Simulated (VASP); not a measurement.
# TlBr (relaxed from the zinc blende structure, space group F-43m): computed properties

These are PBE GGA, VASP's PBE PAW potentials (set 64) (plane waves; VASP) values and carry that method's errors.

* **space group**: F-43m (216)
* **cell**: a = b = c = 7.498 Å, α = β = γ = 90.00°
* **volume per atom**: 52.70 Å³/atom
* **band gap (over mesh and band path)**: 2.95 eV
* **smallest direct gap (over mesh and band path)**: 3.07 eV
* **band-edge character**: indirect, W to X
* **density**: 4.48 g/cm³

TlBr is modelled in the cubic space group F-43m (No. 216), the zinc blende structure, Pearson symbol cF8. Conventional cell: a = b = c = 7.498 Å, α = β = γ = 90.00°. Tl on 4a is coordinated by 4 Br at 3.247 Å (tetrahedral). Br on 4d is surrounded by 4 Tl at 3.247 Å (tetrahedral). (Neighbours: up to the widest gap in distance over summed covalent radii, below 1.35, at either atom; cation-cation and far metal-metal contacts left out.)
(The calculation used a cell of 2 atoms; values per cell refer to that cell.)

Unless said otherwise, spin-orbit coupling is left out, though it shifts the bands of the heavy elements here.

The structure was generated: TlBr was put into the zinc blende type (F-43m), which need not be its known phase. It was relaxed first, which changed the volume by +84 %. Symmetry was kept, so distortions that lower it aren't found.
